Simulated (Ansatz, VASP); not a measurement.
# Cross-check of Al (Al(111), 5 layers) between VASP and Ansatz, part 2 of 2

Aim: how closely do two programs agree when they are given the same cell, functional and k mesh? Of the first pair: The structure shown is the start of the Ansatz relaxation below; VASP solves that cell, so the two are compared at the walk's first step.

VASP 6.6.1 and Ansatz 0.2.0.

So far. Step 4 (Comparison): The forces differ by 0.5 meV/Å r.m.s., which is 1.5 % of the r.m.s. force of 0.035 eV/Å (both taken over all components). With vacuum in the cell, a pressure given here is an average over mostly empty space and none of the material.

## Step 5: Ansatz: relaxation, PBE

Level of this step: Ansatz beside VASP: Kohn-Sham DFT, plane waves, PBE (Ansatz).

This run makes the geometry at which the two programs are then compared.

The structure compared here is the end of the Ansatz relaxation.

input.yaml reads:

```yaml
crystal:
  lattice:
    - [2.8637824638, 0.0, 0.0]
    - [1.4318912319, 2.4801083646, 0.0]
    - [0.0, 0.0, 24.3530743609]
  atoms:
    - { symbol: Al, position: [0.6666666667, 0.6666666667, 0.3079693302] }
    - { symbol: Al, position: [0.0, 0.0, 0.4039846651] }
    - { symbol: Al, position: [0.3333333333, 0.3333333333, 0.5] }
    - { symbol: Al, position: [0.6666666667, 0.6666666667, 0.5960153349] }
    - { symbol: Al, position: [0.0, 0.0, 0.6920306698] }
kpoints:
  mp_grid: { grid: [12, 12, 1] }
hamiltonian:
  xc: pbe
scf:
  occupations: { method: fermi_dirac, width: 0.1 }
  convergence: { dr2_threshold: 1.0e-08 }
efield:
  axis: 3
  dipole_correction: true
  ramp_position: 0.97
  ramp_width: 0.04
relax:
  f_tol: 0.01
  constraints: [{ sites: [0, 1, 2] }]
output:
  write_potential: true
  write_density: true
  volumetric_format: npy
```

Command:

```console
> ansatz run input.yaml --threads 2 --pin off --max-ram 4096MiB --backend cpu --events-out ev --progress --plain --runs-dir out
```

Numbers of over 12 decimals in the logs are rounded to 6 here.

What it wrote:

```text
[...]
Crystal: 5 atoms, lattice volume = 172.967 Å³
Basis set: ecut = 420 eV, 3405 PW (Γ), exchange–correlation on 40×40×360 points (8 copies of the dense FFT grid, shifted against one another)
Bands: 13, of which v1, the nominal top of the filled ones, is band 8 counted from 1 (7 counted from 0)
Symmetry: 6 space group operations
[...]
F+E_penalty+E_count = -2686.82535128 eV   max|allowed force component| = 6.409e-4 eV/Å
  atoms:
    - { symbol: Al, position: [0.666667, 0.666667, 0.3079693302] }
    - { symbol: Al, position: [0.0, 0.0, 0.403985] }
    - { symbol: Al, position: [0.333333, 0.333333, 0.5] }
    - { symbol: Al, position: [0.666667, 0.666667, 0.595673] }
    - { symbol: Al, position: [3.745857683570771e-19, 0, 0.692626] }
[key lines of the parts left out:]
SCF converged after 5 iterations
Free energy (F): -2686.825351 eV
Fermi energy:    1.694796 eV
Dipole field:    D = 0.000219 V/Å  (p = 0.000209 e·Å, saw-weighted, corrected)
Work function:   Φ+ = 4.1155 eV   Φ− = 4.1208 eV
```

## Step 6: VASP: single point, PBE, relaxed cell, pair 2

The same cell, functional, mesh and smearing now go to VASP, with its own data sets.

INCAR reads:

```
SYSTEM = Al
PREC = Accurate
ENCUT = 400
EDIFF = 1E-06
NELM = 120
ISMEAR = -1
SIGMA = 0.1
LREAL = .FALSE.
ALGO = Normal
GGA = PE
NBANDS = 13
LORBIT = 11
LWAVE = .FALSE.
LCHARG = .FALSE.
ISIF = 2
LDIPOL = .TRUE.
IDIPOL = 3
DIPOL = 0.5 0.5 0.5
LVHAR = .TRUE.
LASPH = .TRUE.
GGA_COMPAT = .FALSE.
NELMDL = -8
KPAR = 2
```

POSCAR reads:

```
Al
1.0
    2.8637824638      0.0000000000      0.0000000000
    1.4318912319      2.4801083646      0.0000000000
    0.0000000000      0.0000000000     24.3530743609
Al
5
Direct
    0.6666666667      0.6666666667      0.3079693302
    0.0000000000      0.0000000000      0.4039846651
    0.3333333334      0.3333333334      0.5000000000
    0.6666666667      0.6666666667      0.5956732304
    0.0000000000      0.0000000000      0.6926258090
```

KPOINTS reads:

```
Automatic mesh
0
Gamma
12 12 1
0 0 0
```

Potentials, in the order of the species: Al (PBE family, release 64).

Command:

```console
> mpirun -np 2 vasp_std
```

What it wrote:

```text
[... set-up lines as in an earlier step ...]
 entering main loop
       N       E                     dE             d eps       ncg     rms          rms(c)
DAV:   1     0.310660216834E+02    0.31066E+02   -0.40163E+03   494   0.652E+02
DAV:   2    -0.166135343848E+02   -0.47680E+02   -0.43427E+02   691   0.115E+02
DAV:   3    -0.186174466198E+02   -0.20039E+01   -0.19553E+01   683   0.238E+01
DAV:   4    -0.186860012712E+02   -0.68555E-01   -0.68424E-01   730   0.540E+00
[...]
DAV:  24    -0.180416599098E+02   -0.21252E-04   -0.22568E-06   480   0.339E-03    0.758E-04
DAV:  25    -0.180416640615E+02   -0.41517E-05   -0.22555E-07   446   0.135E-03    0.356E-04
DAV:  26    -0.180416645516E+02   -0.49007E-06   -0.16905E-08   386   0.559E-04
   1 F= -.18041665E+02 E0= -.18007076E+02  d E =-.691775E-01
```

OUTCAR, selected parts (step 6):

```text
  Total       -1.6653151     -1.6653151      0.0563959     -0.0000000      0.0000000      0.0000000
  in kB      -15.4256163    -15.4256163      0.5223883     -0.0000000      0.0000000      0.0000000
  external PRESSURE =     -10.1096148 kB  Pullay stress =       0.0000000 kB

 POSITION                                       TOTAL-FORCE (eV/Angst)
 -----------------------------------------------------------------------------------
      2.86378      1.65341      7.50000         0.000000     -0.000000     -0.053948
      0.00000      0.00000      9.83827        -0.000000     -0.000000      0.076474
      1.43189      0.82670     12.17654        -0.000000     -0.000000     -0.020993
      2.86378      1.65341     14.50647         0.000000      0.000000     -0.000837
      0.00000      0.00000     16.86757        -0.000000     -0.000000     -0.000695
 -----------------------------------------------------------------------------------
    total drift:                                0.000000      0.000000     -0.000011

  FREE ENERGIE OF THE ION-ELECTRON SYSTEM (eV)
  ---------------------------------------------------
  free  energy   TOTEN  =       -18.0416645516 eV

  energy  without entropy=      -17.9724870477  energy(sigma->0) =      -18.00707580

[... 2 parts as in an earlier step ...]

[... 1 further part left out ...]
[key lines of the parts left out:]
E-fermi :   1.7226
```

## Step 7: Side by side

Compared:

```
                                   quantity  Ansatz  VASP  difference
 work function, lower of the two faces (eV)    4.12  4.12        0.00
work function, higher of the two faces (eV)    4.12  4.12        0.00
```

Forces (eV/Å; atoms numbered as in POSCAR):

```csv
atom,"Ansatz x, y, z","VASP x, y, z"
Al1,"0.000, 0.000, -0.055","0.000, 0.000, -0.054"
Al2,"0.000, 0.000, 0.076","0.000, 0.000, 0.076"
Al3,"0.000, 0.000, -0.021","0.000, 0.000, -0.021"
Al4,"0.000, 0.000, 0.000","0.000, 0.000, -0.001"
Al5,"0.000, 0.000, 0.001","0.000, 0.000, -0.001"
```

The forces differ by 0.5 meV/Å r.m.s., which is 2.1 % of the r.m.s. force of 0.025 eV/Å (both taken over all components). With vacuum in the cell, a pressure given here is an average over mostly empty space and none of the material.

## Step 8: Summary of results

```
r.m.s. force difference (single point, PBE, start cell, pair 1)                               : 0.53 meV/Å
difference in work function, lower of the two faces (single point, PBE, relaxed cell, pair 2) : -0.0019 eV
```

The r.m.s. force difference is 0.53 meV/Å (single point, PBE, start cell, pair 1), within the 12 meV/Å picked in this series as the mark of a large difference. Such differences can come from data sets, numerical settings and the points named under the comparisons, not from the functional's error against experiment.

[Lines on the potential files, build, host, timing and source positions are cut from VASP's logs without a mark.]

[Logs are printed without paths, hosts, clocks, repeated set-up lines and the standing remarks that a program may print on its own settings, such as how far it seeks lower states.]

[Hosts, paths, dates, database ids (printed as entryN), source tags and the programs' standing remarks are cut or masked in the printed files.]
